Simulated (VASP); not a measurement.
**GaN: energy against strain**

GaN (wurtzite, P6_3mc, 11.115 Å³/atom and stress up to 0.24 GPa in the relaxed cell, c along z) under an equal strain ε along x and y, with z held. LDA in VASP (plane waves, PAW), 600 eV, 12×12×6 Γ-centred mesh, Gaussian smearing 0.05 eV; ions are relaxed, or left where forces stay under 0.02 eV/Å, within the symmetry of each cell.

Here s stands for strain and y for E less E0.

| strain (%) | E less E0 (meV/atom) |
|---|---|
| -1.50 | 7.91 |
| -1.00 | 3.43 |
| -0.50 | 0.81 |
| 0.00 | 0.00 |
| 0.50 | 0.93 |
| 1.00 | 3.54 |
| 1.50 | 7.78 |
| 3.00 | ? |

The 7 complete rows are fitted with a parabola, y against s. Least squares gives y = -0.001 - 0.0036·s + 3.4871·s². Residuals (row less fit): 0.060, -0.060, -0.063, 0.001, 0.061, 0.058, -0.060; standard error 0.074 (degrees of freedom: 4). Twice the quadratic coefficient over the volume, 2 × 3.4871 meV × 10⁴ × 0.1602 / 11.115 Å³, is the elastic constants 2(C11 + C12) = 1005 ± 9 GPa (± standard error of the fit, which holds the terms cut off).

Predict the withheld y at s = 3.00 from the fit, and compare with the calculation.

y = -0.001 - 0.0036 × 3.0 + 3.4871 × 3.0² = 31.372 meV/atom. The calculation gives 29.64 meV/atom, 1.732 meV/atom below the prediction (5.8 % of the range of y in the table). The row lies outside the fitted rows, so this is an extrapolation. From the scatter of the fitted rows alone, a prediction at this place has a standard error of 0.281 meV/atom, so the miss is 6.2 times that.

A polynomial of degree 3 through the 12 other runs of the series gives 29.61 there, so most of the miss is curvature that the fit leaves out. Rows are the converged runs of the series near zero and its far end; series whose fitted rows scatter by over a few per cent of the range, as at a crossing or softening among them, aren't shown in this form, nor equations of state whose B0' disagrees with the runs' pressures. Most that stay on the fit to the last digits aren't either.
